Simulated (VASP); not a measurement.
Input for VASP

### KPOINTS
```
kpoints
0
Gamma
  4 4 4
```

File POSCAR:
```
BaTiO3
1
    4.0000000000     0.0000000000     0.0000000000
    0.0000000000     4.0000000000     0.0000000000
    0.0000000000     0.0000000000     4.0000000000
Ba Ti O
1 1 3
Direct
 -0.0038430000  -0.0039880000  -0.0077810000
  0.5077620000   0.5000910000   0.4995910000
  0.4980690000  -0.0044550000   0.4985380000
 -0.0030940000   0.5099380000   0.5023070000
  0.5011060000   0.4984150000   0.0073450000
```

INCAR:
```
SYSTEM = BaTiO3
PREC = Accurate; ENCUT = 400; LREAL = .FALSE.
LASPH = .TRUE.
EDIFF = 1E-6; NELM = 100; ALGO = Normal
LMAXMIX = 4
ISMEAR = -1; SIGMA = 0.02
GGA = PS
ISIF = 2
LWAVE = .FALSE.; LCHARG = .FALSE.
```

POTCAR, in this order: Ba_sv Ti_sv O (PBE.64 set). Program: vasp_std.

Question: Write an equivalent input for Ansatz.

Answer: One equivalent input (not run):
Ansatz 0.2 input:
```yaml
crystal:
  lattice:
    - [4.0000000, 0.0000000, 0.0000000]
    - [0.0000000, 4.0000000, 0.0000000]
    - [0.0000000, 0.0000000, 4.0000000]
  atoms:
    - { symbol: Ba, position: [-0.0038430, -0.0039880, -0.0077810] }
    - { symbol: Ti, position: [0.5077620, 0.5000910, 0.4995910] }
    - { symbol: O, position: [0.4980690, -0.0044550, 0.4985380] }
    - { symbol: O, position: [-0.0030940, 0.5099380, 0.5023070] }
    - { symbol: O, position: [0.5011060, 0.4984150, 0.0073450] }
kpoints:
  mp_grid: { grid: [4, 4, 4] }
hamiltonian:
  xc: pbesol
  pseudopotentials: { kind: paw }
scf:
  occupations: { method: fermi_dirac, width: 0.02 }
  max_iter: 100
output: { forces: true, stress: true, eigenvalues: true }
```
What does not carry over: each code has its own PAW files, so the cut-off isn't converted (ENCUT is set for VASP's; basis.ecutwfc is left out, and Ansatz then takes the one that its files recommend); Ansatz stops its SCF on the density residual and VASP on the energy change (EDIFF).

The structure is a typed BaTiO3 crystal. The cell was not relaxed at this level, atoms are displaced from their ideal sites.
